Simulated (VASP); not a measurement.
Given:

```yaml
crystal:
  lattice:
    - [3.40969, 0.00000, 0.00000]
    - [-1.70484, 2.95287, 0.00000]
    - [0.00000, 0.00000, 18.60263]
  atoms:
    - { symbol: Re, position: [0.66667, 0.33333, 0.50000] }
    - { symbol: Se, position: [0.33333, 0.66667, 0.41715] }
    - { symbol: Se, position: [0.33333, 0.66667, 0.58285] }
```

The numbers are results of PBEsol GGA, VASP's PBE PAW potentials (set 64) (plane waves; VASP), not measurements. Settings: 400 eV cut-off, Gaussian smearing of 0.050 eV, potentials Re Se.

The cell holds a wide vacuum, so values per volume refer to the whole cell.

Problem. Give the energies of bands 3 to 12 at the high-symmetry points, in eV from the Fermi level.

Solution. 
| band | Γ | M | K |
|---|---|---|---|
| 3 | -7.48 | -7.85 | -6.94 |
| 4 | -4.64 | -6.38 | -6.88 |
| 5 | -4.64 | -5.78 | -5.91 |
| 6 | -3.54 | -5.04 | -5.41 |
| 7 | -3.54 | -3.21 | -4.66 |
| 8 | -3.01 | -3.05 | -3.53 |
| 9 | -1.67 | -2.56 | -1.96 |
| 10 | 1.00 | -0.16 | -1.05 |
| 11 | 1.01 | 0.12 | 1.33 |
| 12 | 1.46 | 2.00 | 1.38 |

It has no gap at this level: it comes out as a metal or semimetal.

The cell is a sheet with vacuum, built from a generated structure.
